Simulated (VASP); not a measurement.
VASP ran on this input.

File KPOINTS:
```
Automatic mesh
0
Gamma
6 6 6
0 0 0
```

**INCAR**
```
SIGMA=0.05
LREAL=.False.
NELM=100   ! most electronic steps
LASPH=.True.   ! aspherical one-centre terms
EDIFF=1E-6
SYSTEM=KZnF3
ENCUT=620   ! plane-wave cut-off (eV)
EDIFFG=-0.02   ! ionic stop
ISMEAR=0   ! Gaussian
ISIF=3   ! ions, shape and volume
LMAXMIX=4   ! l cut-off of mixed one-centre charges
NSW=40
LCHARG=.False.
IBRION=2   ! conjugate gradients
LWAVE=.False.
ALGO=Normal   ! blocked Davidson
PREC=Accurate
PSTRESS=200   ! kbar
```

File POSCAR:
```
KZnF3
1
    3.8679146218     0.0000000000     0.0000000000
    0.0000000000     3.8679146218     0.0000000000
    0.0000000000     0.0000000000     3.8679146218
K Zn F
1 1 3
Direct
  0.0000000000   0.0000000000   0.0000000000
  0.5000000000   0.5000000000   0.5000000000
  0.5000000000   0.0000000000   0.5000000000
  0.0000000000   0.5000000000   0.5000000000
  0.5000000000   0.5000000000   0.0000000000
```

POTCAR, in this order: K_sv Zn F (LDA.64 set). Program: vasp_std.

Question: Translate this LDA calculation to Ansatz.

Answer: One equivalent input (not run):
Ansatz 0.2 input:
```yaml
crystal:
  lattice:
    - [3.8679146, 0.0000000, 0.0000000]
    - [0.0000000, 3.8679146, 0.0000000]
    - [0.0000000, 0.0000000, 3.8679146]
  atoms:
    - { symbol: K, position: [0.0000000, 0.0000000, 0.0000000] }
    - { symbol: Zn, position: [0.5000000, 0.5000000, 0.5000000] }
    - { symbol: F, position: [0.5000000, 0.0000000, 0.5000000] }
    - { symbol: F, position: [0.0000000, 0.5000000, 0.5000000] }
    - { symbol: F, position: [0.5000000, 0.5000000, 0.0000000] }
kpoints:
  mp_grid: { grid: [6, 6, 6] }
hamiltonian:
  xc: lda
  pseudopotentials: { kind: paw }
scf:
  occupations: { method: gaussian, width: 0.05 }
  max_iter: 100
relax:
  max_steps: 40
  f_tol: 0.02
  cell: { p_target: 20 }
output: { forces: true, stress: true, eigenvalues: true }
```
What does not carry over: each code has its own PAW files, so the cut-off isn't converted (ENCUT is set for VASP's; basis.ecutwfc is left out, and Ansatz then takes the one that its files recommend); Ansatz stops its SCF on the density residual and VASP on the energy change (EDIFF); Ansatz's lda is the Perdew-Wang form, while the LDA potentials of VASP carry Perdew-Zunger's.

The compound is KZnF3 in the cubic perovskite structure. This run relaxes it under an external pressure of 20 GPa. Symmetry was kept, so distortions that lower it aren't found.
